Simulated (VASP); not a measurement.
Data:

```
MgTe
1.0
    2.27500    -3.94042     0.00000
    2.27500     3.94042     0.00000
    0.00000     0.00000     7.39000
Mg Te
2 2
Cartesian
  2.27500  -1.31347   3.69500
  2.27500   1.31347   0.00000
  2.27500  -1.31347   6.47364
  2.27500   1.31347   2.77864
```

The numbers are results of PBE GGA, VASP's PBE PAW potentials (set 64) (plane waves; VASP), not measurements. Run with 400 eV cut-off, 6×6×4 Γ-centred mesh, Gaussian smearing of 0.020 eV, potentials Mg Te.

Unless said otherwise, spin-orbit coupling is left out, though it shifts the bands of the heavy elements here.

### Question
What does the run give for the energy per atom (σ→0), pressure, band gap (on the k-mesh) with the smallest direct gap where there is one?

### Answer

The band gap (on the k-mesh) is 2.55 eV. The smallest direct gap (on the k-mesh) comes out as 2.55 eV and the energy per atom (σ→0) comes out as -3.196 eV/atom. The pressure is 14.8 kbar.

The compound is MgTe in the wurtzite structure. The cell was not relaxed at this level. The run is one of a series of settings (SIGMA = 0.02 against the base run), some of them coarse on purpose.
